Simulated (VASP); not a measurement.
Nb3B5:

```
CELL_PARAMETERS angstrom
4.27150 0.00000 0.00000
0.00000 4.27150 0.00000
0.00000 0.00000 5.33610
ATOMIC_POSITIONS crystal
Nb 0.00000 0.50000 0.50000
Nb 0.50000 0.00000 0.50000
Nb 0.00000 0.00000 0.00000
B 0.73783 0.50000 0.00000
B 0.26217 0.50000 0.00000
B 0.50000 0.73783 0.00000
B 0.50000 0.26217 0.00000
B 0.00000 0.00000 0.50000
```

The cell was built by a generator and needn't be a form met in nature.

* Program: VASP 6.6.1
* Task: relaxation of cell and atoms
* Functional: PBE
* Potentials or basis: VASP PAW PBE potentials, release 64 (Nb_sv, B)
* Cutoff: 520 eV
* k mesh: 4 × 4 × 3
* Occupations: gaussian, width 0.15 eV
* Spin: no spin polarisation

At the start: pressure 9.5 GPa; volume 12.17 Å³/atom.

**Question.** Where does the relaxation end?

**Answer.** Over 11 steps the energy falls by 675.0 meV/atom and the volume is 11.09 Å³/atom (-8.9 %); space group P4/mmm (No. 123, to 0.05 Å).

The path:
```
step  energy change (eV)  largest force (eV/Å)  pressure (GPa)  volume (Å³)
   1              0.0000               11.1047            9.53        97.36
   2              1.8031               15.6858           -4.48       106.70
   3             -4.1514                0.9789          -19.30       101.94
   4             -4.2419                0.5987          -18.83       101.55
   5             -4.3118                0.3623          -16.91       100.69
   6             -4.9142                1.0254           13.26        85.31
   7             -5.0532                0.5058            2.31        89.48
   8             -5.3600                0.0699            4.46        87.13
   9             -5.3661                0.0235            5.15        86.77
  10             -5.3735                0.0748           -4.47        90.47
  11             -5.3996                0.0365           -0.17        88.71
```

Final structure:
```yaml
crystal:
  lattice:
    - [4.38903, 0.00000, 0.00000]
    - [0.00000, 4.38903, 0.00000]
    - [0.00000, 0.00000, 4.60516]
  atoms:
    - { symbol: Nb, position: [0.00000, 0.50000, 0.50000] }
    - { symbol: Nb, position: [0.50000, 0.00000, 0.50000] }
    - { symbol: Nb, position: [0.00000, 0.00000, 0.00000] }
    - { symbol: B, position: [0.79163, 0.50000, 0.00000] }
    - { symbol: B, position: [0.20837, 0.50000, 0.00000] }
    - { symbol: B, position: [0.50000, 0.79163, 0.00000] }
    - { symbol: B, position: [0.50000, 0.20837, 0.00000] }
    - { symbol: B, position: [0.00000, 0.00000, 0.50000] }
```

Caveat: the k mesh is coarse (spacing up to 0.39 Å⁻¹), so the values aren't converged.
